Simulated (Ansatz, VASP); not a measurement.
## Cross-check of SnO2 between VASP and Ansatz

Aim: how closely do two programs agree when they are given the same cell, functional and k mesh? The cell is taken from a series of runs on this material, whose earlier steps may have relaxed, scaled, displaced or heated it; both programs get it as it stands.

Method: plane waves, with VASP 6.6.1 beside it; LDA, in Ansatz 0.2.0.

## 1. The structure

It takes space group I4/m (No. 87, tetragonal). Conventional cell: a = 10.908 Å, b = 10.908 Å, c = 3.281 Å, α = 90.00°, β = 90.00°, γ = 90.00°. Nearest to Sn lie 6 O at 2.08 to 2.14 Å. O has 3 Sn at 2.08 to 2.13 Å nearest. Nearest to O lie 3 Sn at 2.09 to 2.14 Å. Farther neighbours and most contacts between anions are not listed.

## 2. Ansatz: G0W0 gap, LDA

Ansatz runs on its PAW soft_1 files.

Quasiparticle shifts depend on high empty states and on the cores, so they are the hardest test of two PAW sets.

input.yaml reads:

```yaml
crystal:
  lattice:
    - [-5.45390965, 5.45390965, 1.640476495]
    - [5.45390965, -5.45390965, 1.640476495]
    - [5.45390965, 5.45390965, -1.640476495]
  atoms:
    - { symbol: Sn, position: [0.3476879984, 0.1625815142, 0.5102695126] }
    - { symbol: Sn, position: [0.8374184858, 0.3476879984, 0.1851064842] }
    - { symbol: Sn, position: [0.1625815142, 0.6523120016, 0.8148935158] }
    - { symbol: Sn, position: [0.6523120016, 0.8374184858, 0.4897304874] }
    - { symbol: O, position: [0.1601587413, 0.4612895613, 0.6214483026] }
    - { symbol: O, position: [0.5387104387, 0.1601587413, 0.6988691799] }
    - { symbol: O, position: [0.4612895613, 0.8398412587, 0.3011308201] }
    - { symbol: O, position: [0.8398412587, 0.5387104387, 0.3785516974] }
    - { symbol: O, position: [0.8398503168, 0.7807491353, 0.6205994521] }
    - { symbol: O, position: [0.2192508647, 0.8398503168, 0.0591011815] }
    - { symbol: O, position: [0.1601496832, 0.2192508647, 0.3794005479] }
    - { symbol: O, position: [0.7807491353, 0.1601496832, 0.9408988185] }
kpoints:
  mp_grid: { grid: [4, 4, 4] }
hamiltonian:
  xc: lda
  pseudopotentials: { kind: paw, azcp: { folder: soft_1 }, xc_functional: pbe }
scf:
  occupations: { method: fixed }
gw:
  n_empty_bands: 702
  ecut_chi: 140
  qp_bands: [v4, c4]
  qp_kpoints: band_edges
  screening: { model: contour_deformation }
```

Command:

```sh
> ansatz run input.yaml --threads 2 --pin off --max-ram 92160MiB --backend cuda --events-out ev --progress --plain --runs-dir out --devices 1 --max-vram 13GiB
```

Numbers of over 12 decimals in the logs are rounded to 6 here.

The program printed:

```text
GPUs: using 1 of 1 available (devices: 1).
Engine: ansatz 0.2.0, x86_64-unknown-linux-gnu
Pseudopotentials: kind: paw
Pseudopotential: Sn, paw, valence charge 14, recommended cutoff 420 eV (normal), soft_1/Sn.paw.azcp
Pseudopotential: O, paw, valence charge 6, recommended cutoff 420 eV (normal), soft_1/O.paw.azcp
Functional definition: SPW92
  exchange = slater_x
  correlation = pw_c
device memory: the entry about to start is reckoned to put 3.2 GiB on a device that reports 33.4 GiB free (of which the cap on the GPU budget leaves the run 13.0 GiB)
GPU FFT provider: cuFFT
GPU libraries: cuBLAS 13.8.2, cuFFT 12.4.0, cuSOLVER 12.3.4
Crystal: 12 atoms, lattice volume = 195.185 Å³
Basis set: ecut = 420 eV, 3793 PW (Γ)
Bands: 64, of which v1, the nominal top of the filled ones, is band 52 counted from 1 (51 counted from 0)
Symmetry: 8 space group operations
Space group: I4/m (ITA 87), of the structure as read, at distance tolerance 5.8e-5 Å
k-points: 14 of 64
Non-local potential: Sn, projectors of the file, l = 0: 2, l = 1: 2, l = 2: 2, l = 3: 1
Non-local potential: O, projectors of the file, l = 0: 2, l = 1: 2, l = 2: 1
PAW form: soft (Blöchl's): semilocal exchange-correlation on the pseudo side does not see the compensation charge
PAW frozen core: Sn, regenerated for the run's functional, and the local potential with it (the file was generated under x = pbe(κ = 0.804, μ = 0.219515), c = pbe(β = 0.066725))
PAW frozen core: O, regenerated for the run's functional, and the local potential with it (the file was generated under x = pbe(κ = 0.804, μ = 0.219515), c = pbe(β = 0.066725))
PAW one-centre angular grid: Sn, 590 points (default); XC on 64 Gauss nodes
PAW one-centre angular grid: O, 110 points (default); XC on 64 Gauss nodes
Initial density: superposition of atomic densities (chi_scale 0.1, normalization cell, long waves kept (reshape's long-wave potential 0.20 eV rms))
Initial wavefunctions: pseudopotential atomic-orbital guess
GPU buffer pool allocated for 157464 grid points (all kernels)
GPU transforms: local potential and band sums: pruned to the plane-wave sphere, on 54×54×54
Functional: x = slater, c = lda
SCF iter   1: F=—  HF=-27960.560453 eV  |F-HF|=—  |Δ(HF+E_count)|=         —  Δρ=5.45e-2  dr2=4.52e0  ethr=3.10e-3  ⟨swp⟩=4.0  Hψ=3180  notcnv=0  defer=132
preconditioner: auto → Resta (q_TF=auto, 2.457 Å⁻¹)  ε∞=3.0  [insulator: Δε(μ)=1.650 eV  Ē_g=19.033 eV  n_scr=52 (ndim 8)  ℏωp=27.1 eV  f_vac=0.203  ε∞_Penn≈3.0]
SCF iter   2: F=—  HF=-27959.493902 eV  |F-HF|=—  |Δ(HF+E_count)|=    1.07e0  Δρ=2.81e-2  dr2=9.26e-1  ethr=3.10e-3  ⟨swp⟩=3.0  Hψ=1812  notcnv=0  defer=122
SCF iter   3: F=—  HF=-27959.260129 eV  |F-HF|=—  |Δ(HF+E_count)|=   2.34e-1  Δρ=9.04e-3  dr2=1.87e-1  ethr=8.91e-4  ⟨swp⟩=3.0  Hψ=1569  notcnv=0  defer=127
SCF iter   4: F=—  HF=-27959.214813 eV  |F-HF|=—  |Δ(HF+E_count)|=   4.53e-2  Δρ=2.16e-3  dr2=8.51e-3  ethr=1.80e-4  ⟨swp⟩=2.0  Hψ=1221  notcnv=0  defer=139
SCF iter   5: F=—  HF=-27959.216741 eV  |F-HF|=—  |Δ(HF+E_count)|=   1.93e-3  Δρ=1.07e-3  dr2=2.39e-3  ethr=8.18e-6  ⟨swp⟩=2.1  Hψ=1148  notcnv=0  defer=140
SCF iter   6: F=—  HF=-27959.217254 eV  |F-HF|=—  |Δ(HF+E_count)|=   5.14e-4  Δρ=7.03e-4  dr2=1.04e-3  ethr=2.30e-6  ⟨swp⟩=2.0  Hψ=1251  notcnv=0  defer=139
SCF iter   7: F=—  HF=-27959.217473 eV  |F-HF|=—  |Δ(HF+E_count)|=   2.18e-4  Δρ=1.75e-4  dr2=1.14e-4  ethr=1.00e-6  ⟨swp⟩=2.0  Hψ=1092  notcnv=0  defer=130
SCF iter   8: F=—  HF=-27959.217622 eV  |F-HF|=—  |Δ(HF+E_count)|=   1.50e-4  Δρ=4.71e-5  dr2=9.62e-6  ethr=1.09e-7  ⟨swp⟩=2.0  Hψ=1087  notcnv=0  defer=112
SCF iter   9: F=—  HF=-27959.217645 eV  |F-HF|=—  |Δ(HF+E_count)|=   2.27e-5  Δρ=6.61e-6  dr2=2.01e-7  ethr=9.25e-9  ⟨swp⟩=2.1  Hψ=1209  notcnv=0  defer=107
SCF iter  10: F=-27959.217646 eV  HF=-27959.217646 eV  |F-HF|=3.22e-8  |Δ(HF+E_count)|=   7.63e-7  Δρ=1.66e-6  dr2=8.78e-9  ethr=9.62e-11  ⟨swp⟩=14.4  Hψ=3886  notcnv=0
SCF 1 converged in 10 iterations: F = -27959.217646 eV  dr2 = 8.78e-9
  greatest PAW one-centre occupation: 0.997 electrons in one spin orbital (limit 2), on the Sn atom at site 2 (counted from 0), in its partial waves of l = 2
device memory: the entry about to start is reckoned to put 3.8 GiB (of the 3.9 GiB reckoned in all, the device holds 0.1 GiB already) on a device that reports 33.2 GiB free (of which the cap on the GPU budget leaves the run 12.9 GiB)
NSCF: frozen V_eff on 14 k-points
the band table was solved once the SCF had ended and its energy, with any forces and stress, was formed, with the checks that follow a solve (3788 applications of the Hamiltonian). They found nothing against the state; the energy, forces and stress were not computed again (output.eigenvalues in the input reference)
device memory: the entry about to start is reckoned to put 4.7 GiB on a device that reports 33.3 GiB free (of which the cap on the GPU budget leaves the run 13.0 GiB)
NSCF: frozen V_eff on 14 k-points
G₀W₀ screening: q 1/14
[...]
0    55      8.6492   -13.8329    -3.9736   -19.0553  0.7778     9.9287     9.8980  root
     0    56      8.9893   -14.5699    -4.0880   -19.9482  0.7630    10.3147    10.2796  root
     1    49      3.7672   -26.2908     4.1590   -21.6052  0.7304     3.2343     3.2407  root
     1    50      3.8981   -25.9944     4.8804   -20.4665  0.7221     3.2399     3.2507  root
     1    51      4.1128   -25.8017     4.9754   -20.1526  0.7155     3.4252     3.4390  root
     1    52      4.2704   -26.1932     5.0004   -20.5320  0.7192     3.5979     3.6097  root
     1    53      6.1144   -14.7432    -2.6749   -18.3194  0.7938     7.0237     7.0158  root
     1    54      8.1087   -14.5086    -3.6354   -19.3260  0.7764     9.3176     9.2906  root
     1    55      8.7252   -14.0296    -4.0188   -19.3173  0.7753    10.0265     9.9940  root
     1    56      9.2453   -13.8870    -4.2535   -19.4586  0.7688    10.6035    10.5635  root
     2    49      3.7333   -26.2733     4.1556   -21.5884  0.7305     3.1977     3.2041  root
     2    50      3.8080   -25.9985     4.8941   -20.4619  0.7234     3.1555     3.1655  root
     2    51      4.1170   -25.7928     4.9702   -20.1497  0.7156     3.4304     3.4441  root
     2    52      4.3384   -26.2725     5.0214   -20.5913  0.7191     3.6671     3.6787  root
     2    53      6.7100   -15.0725    -2.9226   -18.9962  0.7868     7.7248     7.7111  root
     2    54      7.5135   -14.7140    -3.2824   -19.0906  0.7818     8.6319     8.6078  root
     2    55      8.8049   -14.2539    -4.0687   -19.6141  0.7729    10.1311    10.0963  root
     2    56      9.3524   -13.6487    -4.3055   -19.2836  0.7706    10.7241    10.6818  root
     3    49      3.8953   -26.0127     5.0128   -20.3204  0.7209     3.2033     3.2159  root
     3    50      3.9458   -26.1704     4.5328   -21.0568  0.7248     3.3562     3.3650  root
     3    51      4.2695   -26.1814     4.9043   -20.6404  0.7163     3.6213     3.6328  root
     3    52      4.2801   -26.1887     4.9290   -20.6167  0.7165     3.6254     3.6371  root
     3    53      7.9092   -15.2618    -3.4235   -19.8863  0.7787     9.1312     9.1102  root
     3    54      9.2637   -14.8808    -4.2105   -20.4664  0.7658    10.6852    10.6388  root
[...]
13    49      3.7329   -26.2753     4.1557   -21.5903  0.7305     3.1972     3.2036  root
    13    50      3.7329   -26.2753     4.1557   -21.5903  0.7305     3.1972     3.2036  root
    13    51      4.1622   -25.7505     4.8516   -20.2712  0.7149     3.5228     3.5344  root
    13    52      4.3968   -26.2953     5.0383   -20.5874  0.7202     3.7154     3.7272  root
    13    53      7.6123   -14.8028    -3.4025   -19.3302  0.7800     8.7618     8.7372  root
    13    54      7.6123   -14.8028    -3.4025   -19.3302  0.7800     8.7618     8.7372  root
    13    55      7.9162   -15.6546    -3.3970   -20.2317  0.7702     9.1240     9.0963  root
    13    56      9.3653   -12.8124    -4.3076   -18.4205  0.7786    10.7041    10.6658  root
```

Reading the cycles: dr2 is the Hartree energy of the density residual (eV), the measure of convergence; HF is the Harris–Foulkes estimate of the energy, which meets the free energy F at convergence.

[end of part 1 of 2]

[Lines on the potential files, build, host, timing and source positions are cut from VASP's logs without a mark.]

[Logs are printed without paths, hosts, clocks, repeated set-up lines and the standing remarks that a program may print on its own settings, such as how far it seeks lower states.]

[Hosts, paths, dates, database ids (printed as entryN), source tags and the programs' standing remarks are cut or masked in the printed files.]
